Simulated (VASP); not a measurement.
Level of theory: r2SCAN meta-GGA, VASP's PBE PAW potentials (set 64) (plane waves; VASP).

VASP input:

### POSCAR
```
BaCdSbF
4.6351520
  1.0000000751   0.0000000000   0.0000000000
  0.0000000000   1.0000000751   0.0000000000
  0.0000000000   0.0000000000   2.1148628685
Ba Cd Sb F
2 2 2 2
Cartesian
  0.0000000000   0.5000000375   1.3547254438
  0.5000000375   0.0000000000   0.7601374247
  0.5000000375   0.5000000375   0.0000000000
  0.0000000000   0.0000000000   0.0000000000
  0.0000000000   0.5000000375   0.3913846302
  0.5000000375   0.0000000000   1.7234782383
  0.5000000375   0.5000000375   1.0574314342
  0.0000000000   0.0000000000   1.0574314342
```

INCAR:
```
ALGO=Normal
EDIFF=1E-7
ENCUT=520
ISIF=2
ISMEAR=-5
LASPH=.TRUE.
LCHARG=.FALSE.
LEFG=.TRUE.
LMAXMIX=4
LMIXTAU=.TRUE.
LORBIT=11
LREAL=.FALSE.
LWAVE=.FALSE.
METAGGA=R2SCAN
NEDOS=601
NELM=100
PREC=Accurate
SYSTEM=BaCdSbF
```

### KPOINTS_OPT
```
k-points along high-symmetry lines
6
Line-mode
Reciprocal
  0.000000   0.000000   0.000000 ! GAMMA
  0.000000   0.500000   0.000000 ! X

  0.000000   0.500000   0.000000 ! X
  0.500000   0.500000   0.000000 ! M

  0.500000   0.500000   0.000000 ! M
  0.000000   0.000000   0.000000 ! GAMMA

  0.000000   0.000000   0.000000 ! GAMMA
  0.000000   0.000000   0.500000 ! Z

  0.000000   0.000000   0.500000 ! Z
  0.000000   0.500000   0.500000 ! R

  0.000000   0.500000   0.500000 ! R
  0.500000   0.500000   0.500000 ! A

  0.500000   0.500000   0.500000 ! A
  0.000000   0.000000   0.500000 ! Z

  0.000000   0.500000   0.000000 ! X
  0.000000   0.500000   0.500000 ! R

  0.500000   0.500000   0.000000 ! M
  0.500000   0.500000   0.500000 ! A
```

**KPOINTS**
```
Automatic mesh
0
Gamma
6 6 3
0 0 0
```

POTCAR, in this order: Ba_sv Cd Sb F (PBE.64 set). Program: vasp_std.

The run wrote:

File OUTCAR:
```
 ion  position               nearest neighbor table
   1  0.000  0.500  0.641-   7 2.70   8 2.70   8 2.70   7 2.70   6 3.70   6 3.70   6 3.70   6 3.70
                             3 4.22   4 4.22   4 4.22   3 4.22   2 4.28   2 4.28   2 4.28   2 4.28
   2  0.500  0.000  0.359-   7 2.70   8 2.70   7 2.70   8 2.70   5 3.70   5 3.70   5 3.70   5 3.70
                             4 4.22   3 4.22   4 4.22   3 4.22   1 4.28   1 4.28   1 4.28   1 4.28
   3  0.500  0.500  0.000-   5 2.94   6 2.94   6 2.94   5 2.94   4 3.28   4 3.28   4 3.28   4 3.28
                             1 4.22   2 4.22   2 4.22   1 4.22
   4  0.000  0.000  0.000-   5 2.94   6 2.94   5 2.94   6 2.94   3 3.28   3 3.28   3 3.28   3 3.28
                             2 4.22   1 4.22   2 4.22   1 4.22
   5  0.000  0.500  0.185-   3 2.94   4 2.94   4 2.94   3 2.94   2 3.70   2 3.70   2 3.70   2 3.70
  LATTYP: Found a simple tetragonal cell.
 ALAT       =     4.6351523479
 C/A-ratio  =     2.1148627098
 Subroutine PRICEL returns:
 Original cell was already a primitive cell.
 Subroutine GETGRP returns: Found 16 space group operations
The static configuration has the point symmetry D_2d.
 The point group associated with its full space group is D_4h.
The dynamic configuration has the point symmetry D_2d.
 Subroutine INISYM returns: Found 16 space group operations
 Subroutine IBZKPT returns following result:
 Found     20 irreducible k-points:

 Following reciprocal coordinates:
            Coordinates               Weight
  0.000000  0.000000  0.000000      1.000000
  0.166667  0.000000  0.000000      4.000000
  0.333333  0.000000  0.000000      4.000000
  0.500000  0.000000  0.000000      2.000000
  0.166667  0.166667  0.000000      4.000000
  0.333333  0.166667  0.000000      8.000000
  0.500000  0.166667  0.000000      4.000000
  0.333333  0.333333  0.000000      4.000000
  0.500000  0.333333  0.000000      4.000000
  0.500000  0.500000  0.000000      1.000000
  0.000000  0.000000  0.333333      2.000000
  0.166667  0.000000  0.333333      8.000000
  0.333333  0.000000  0.333333      8.000000
  0.500000  0.000000  0.333333      4.000000
  0.166667  0.166667  0.333333      8.000000
  0.333333  0.166667  0.333333     16.000000
  0.500000  0.166667  0.333333      8.000000
  0.333333  0.333333  0.333333      8.000000
  0.500000  0.333333  0.333333      8.000000
  0.500000  0.500000  0.333333      2.000000
   k-points           NKPTS =     20   k-points in BZ     NKDIM =     20   number of bands    NBANDS=     40
   number of dos      NEDOS =    601   number of ions     NIONS =      8
   total plane-waves  NPLWV = 103680
   dimension x,y,z NGX =    36 NGY =   36 NGZ =   80
   dimension x,y,z NGXF=    72 NGYF=   72 NGZF=  160
   ions per type =               2   2   2   2
   PREC   = accura    normal or accurate (medium, high low for compatibility)
   ISTART =      0    job   : 0-new  1-cont  2-samecut
   ICHARG =      2    charge: 1-file 2-atom 10-const
   ISPIN  =      1    spin polarized calculation?
   LNONCOLLINEAR =      F non collinear calculations
   LSORBIT =      F    spin-orbit coupling
   INIWAV =      1    electr: 0-lowe 1-rand  2-diag
   ENCUT  =  520.0 eV  38.22 Ry    6.18 a.u.   8.62  8.62 18.23*2*pi/ulx,y,z
   NELM   =    100;   NELMIN=  2; NELMDL= -5     # of ELM steps
   EDIFF  = 0.1E-06   stopping-criterion for ELM
   LREAL  =      F    real-space projection
   NLSPLINE    = F    spline interpolate recip. space projectors
   LMAXMIX     =    4 max onsite mixed and CHGCAR
   VOSKOWN=      0    Vosko Wilk Nusair interpolation
   EDIFFG = 0.1E-05   stopping-criterion for IOM
   NSW    =      0    number of steps for IOM
   NBLOCK =      1;   KBLOCK =      1    inner block; outer block
   IBRION =     -1    ionic relax: 0-MD 1-quasi-New 2-CG
   NFREE  =      0    steps in history (QN), initial steepest desc. (CG)
   ISIF   =      2    stress and relaxation
   ISYM   =      2    0-nonsym 1-usesym 2-fastsym
   TEIN   =    0.0    initial temperature
   TEBEG  =    0.0;   TEEND  =   0.0 temperature during run
   SMASS  =  -3.00    Nose mass-parameter (am)
...
```

OSZICAR:
```
       N       E                     dE             d eps       ncg     rms          rms(c)
DAV:   1     0.443767416135E+03    0.44377E+03   -0.32566E+04  1600   0.157E+03
DAV:   2    -0.132441762283E+03   -0.57621E+03   -0.56215E+03  1928   0.366E+02
DAV:   3    -0.185648960827E+03   -0.53207E+02   -0.52996E+02  1968   0.121E+02
DAV:   4    -0.187369569113E+03   -0.17206E+01   -0.17178E+01  2336   0.182E+01
DAV:   5    -0.187406391793E+03   -0.36823E-01   -0.36818E-01  2080   0.253E+00    0.105E+01
DAV:   6    -0.175776989062E+03    0.11629E+02   -0.13681E+01  1880   0.315E+01    0.906E+00
DAV:   7    -0.169419046111E+03    0.63579E+01   -0.31824E+00  1872   0.111E+01    0.552E+00
DAV:   8    -0.173122594188E+03   -0.37035E+01   -0.12267E+00  1688   0.823E+00    0.227E+00
DAV:   9    -0.165462176946E+03    0.76604E+01   -0.23302E+00  1688   0.816E+00    0.158E+00
DAV:  10    -0.165988826226E+03   -0.52665E+00   -0.35069E-01  1824   0.345E+00    0.968E-01
DAV:  11    -0.166090019073E+03   -0.10119E+00   -0.42238E-02  1832   0.117E+00    0.650E-01
DAV:  12    -0.166640026915E+03   -0.55001E+00   -0.34256E-01  1720   0.327E+00    0.352E-01
DAV:  13    -0.166668069551E+03   -0.28043E-01   -0.16101E-02  2056   0.701E-01    0.332E-01
DAV:  14    -0.166668985878E+03   -0.91633E-03   -0.67476E-04  2016   0.132E-01    0.350E-01
DAV:  15    -0.166669572987E+03   -0.58711E-03   -0.97895E-05  1976   0.578E-02    0.363E-01
DAV:  16    -0.166667234633E+03    0.23384E-02   -0.12175E-02  1800   0.556E-01    0.143E-01
DAV:  17    -0.166670640810E+03   -0.34062E-02   -0.97630E-03  1864   0.488E-01    0.300E-01
DAV:  18    -0.166671273289E+03   -0.63248E-03   -0.68892E-04  2048   0.135E-01    0.296E-01
DAV:  19    -0.166671470804E+03   -0.19751E-03   -0.85693E-05  1776   0.604E-02    0.278E-01
DAV:  20    -0.166671929364E+03   -0.45856E-03   -0.14621E-03  1792   0.188E-01    0.161E-01
DAV:  21    -0.166672635459E+03   -0.70609E-03   -0.76308E-04  1880   0.146E-01    0.135E-01
DAV:  22    -0.166672590029E+03    0.45429E-04   -0.84135E-05  1816   0.580E-02    0.103E-01
DAV:  23    -0.166672532075E+03    0.57955E-04   -0.16815E-04  1832   0.750E-02    0.731E-02
DAV:  24    -0.166672845035E+03   -0.31296E-03   -0.39032E-04  1776   0.120E-01    0.109E-02
DAV:  25    -0.166672867599E+03   -0.22563E-04   -0.45386E-05  1888   0.338E-02    0.133E-02
DAV:  26    -0.166672867744E+03   -0.14549E-06   -0.14323E-06  2048   0.527E-03    0.134E-02
DAV:  27    -0.166672868187E+03   -0.44279E-06   -0.25679E-06  1904   0.105E-02    0.160E-02
DAV:  28    -0.166672870922E+03   -0.27349E-05   -0.32109E-06  1800   0.901E-03    0.206E-02
DAV:  29    -0.166672866838E+03    0.40834E-05   -0.10516E-05  1704   0.198E-02    0.977E-03
DAV:  30    -0.166672868043E+03   -0.12045E-05   -0.26898E-06  1760   0.105E-02    0.783E-03
DAV:  31    -0.166672868341E+03   -0.29821E-06   -0.70638E-07  1776   0.497E-03    0.566E-03
DAV:  32    -0.166672868218E+03    0.12333E-06   -0.57268E-07  1656   0.311E-03    0.461E-03
DAV:  33    -0.166672868123E+03    0.94726E-07   -0.32631E-07  1656   0.292E-03
   1 F= -.16667287E+03 E0= -.16667287E+03  d E =0.000000E+00
       N       E                     dE             ncg
       N       E                     dE             ncg
       N       E                     dE             ncg
```

OUTCAR:
```
------------------------ aborting loop because EDIFF is reached ----------------------------------------
  FORCE on cell =-STRESS in cart. coord.  units (eV):
  Direction    XX          YY          ZZ          XY          YZ          ZX
  --------------------------------------------------------------------------------------
  Total       -0.0766301     -0.0766301      0.1345884      0.0000000      0.0000000     -0.0000000
  in kB       -0.5829561     -0.5829561      1.0238677      0.0000000      0.0000000     -0.0000000
  external PRESSURE =      -0.0473481 kB  Pullay stress =       0.0000000 kB
  volume of cell :      210.61
      direct lattice vectors                 reciprocal lattice vectors
     4.635152348  0.000000000  0.000000000     0.215742639  0.000000000  0.000000000
     0.000000000  4.635152348  0.000000000     0.000000000  0.215742639  0.000000000
     0.000000000  0.000000000  9.802710855     0.000000000  0.000000000  0.102012598
 POSITION                                       TOTAL-FORCE (eV/Angst)
 -----------------------------------------------------------------------------------
      0.00000      2.31758      6.27936        -0.000000     -0.000000     -0.012367
      2.31758      0.00000      3.52335         0.000000     -0.000000      0.012367
      2.31758      2.31758      0.00000        -0.000000      0.000000      0.000000
      0.00000      0.00000      0.00000        -0.000000     -0.000000      0.000000
      0.00000      2.31758      1.81413        -0.000000     -0.000000     -0.013730
      2.31758      0.00000      7.98858        -0.000000      0.000000      0.013730
      2.31758      2.31758      4.90136        -0.000000      0.000000      0.000000
      0.00000      0.00000      4.90136        -0.000000     -0.000000      0.000000
 -----------------------------------------------------------------------------------
    total drift:                                0.000000      0.000000      0.000000
  FREE ENERGIE OF THE ION-ELECTRON SYSTEM (eV)
  ---------------------------------------------------
  free  energy   TOTEN  =      -166.6728681231 eV

  energy  without entropy=     -166.6728681231  energy(sigma->0) =     -166.67286812

 total charge

# of ion       s       p       d       tot
------------------------------------------
    1        2.010   5.634   0.216   7.859
    2        2.010   5.634   0.216   7.859
    3        0.455   0.317   9.526  10.299
    4        0.455   0.317   9.526  10.299
    5        1.111   1.373   0.013   2.497
    6        1.111   1.373   0.013   2.497
    7        1.739   4.381   0.000   6.120
    8        1.739   4.381   0.000   6.120
--------------------------------------------------
tot         10.630  23.410  19.510  53.550

 Electric field gradients after diagonalization (V/A^2)
 (convention: |V_zz| > |V_xx| > |V_yy|)
----------------------------------------------------------------------
 ion       V_xx      V_yy      V_zz     asymmetry (V_yy - V_xx)/ V_zz
----------------------------------------------------------------------
   1     -33.331   -33.331    66.662       0.000
   2     -33.331   -33.331    66.662       0.000
   3      10.293    10.293   -20.587       0.000
   4      10.293    10.293   -20.587       0.000
   5     -13.047   -13.047    26.094       0.000
   6     -13.047   -13.047    26.094       0.000
   7       2.797     2.797    -5.593       0.000
   8       2.797     2.797    -5.593       0.000
```
(Selected blocks of OUTCAR.)

The structure comes from a computed database's BaCdSbF entry (P4/nmm); how it stands against other phases isn't given here. It was relaxed first.
